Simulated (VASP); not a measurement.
Data:

```
Cd4Se3Te
1.0
    4.38013     0.00000     0.00000
    0.00000     8.75622     0.00000
    0.00000     0.00000     6.15345
Cd Te Se
4 1 3
Direct
  0.00000   0.23781   0.00895
  0.00000   0.76219   0.00895
  0.50000   0.00000   0.50732
  0.50000   0.50000   0.47443
  0.00000   0.50000   0.75205
  0.50000   0.24254   0.25024
  0.50000   0.75746   0.25024
  0.00000   0.00000   0.74784
```

All values below come from PBEsol GGA, VASP's PBE PAW potentials (set 64) (plane waves; VASP 6.6.1). Numerical set-up: 400 eV cut-off, 6×3×4 Γ-centred mesh, tetrahedra with Blöchl corrections, potentials Cd Te Se.

The cores are frozen, which limits the accuracy of field gradients.

Question: Give the principal components of the electric field gradient (V/Å²) and the asymmetry η at each nucleus.

Answer: 
| atom | Vxx | Vyy | Vzz | η |
|---|---|---|---|---|
| Cd1 | -5.8 | -1.2 | 7.1 | 0.66 |
| Cd2 | -5.8 | -1.2 | 7.1 | 0.66 |
| Cd3 | 2.8 | 1.9 | -4.7 | 0.20 |
| Cd4 | 5.5 | 1.7 | -7.2 | 0.53 |
| Te5 | 46.6 | 8.6 | -55.3 | 0.69 |
| Se6 | 11.9 | 10.5 | -22.5 | 0.06 |
| Se7 | 11.9 | 10.5 | -22.5 | 0.06 |
| Se8 | 14.4 | 13.1 | -27.5 | 0.05 |

The structure comes from a computed database's Cd4TeSe3 entry (Pmm2); how it stands against other phases isn't given here. It was relaxed first, which changed the volume by -6 %.
